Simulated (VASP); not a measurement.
Consider the following.

```yaml
crystal:
  lattice:
    - [1.77756, -3.07883, 0.00000]
    - [1.77756, 3.07883, 0.00000]
    - [0.00000, 0.00000, 5.17614]
  atoms:
    - { symbol: Sn, position: [0.00000, 0.00000, 0.00000] }
    - { symbol: S, position: [0.33333, 0.66667, 0.28408] }
    - { symbol: S, position: [0.66667, 0.33333, 0.71592] }
```

The numbers are results of PBEsol GGA, VASP's PBE PAW potentials (set 64) (plane waves; VASP 6.6.1), not measurements. Run with 500 eV cut-off, 7×7×5 Γ-centred mesh, Gaussian smearing of 0.050 eV, potentials Sn_d S.

Without a dispersion term in the relaxation, distances and binding between the weakly bound layers, chains or molecules are unreliable, and so is what depends on them.

Question: What does the run give for the energy per atom (σ→0), pressure?

Answer: 
The energy per atom (σ→0) is -4662 meV/atom and the pressure comes out as 10.05 GPa.

The compound is SnS2 in the 1T layered structure. It was relaxed first under an external pressure of 10 GPa.
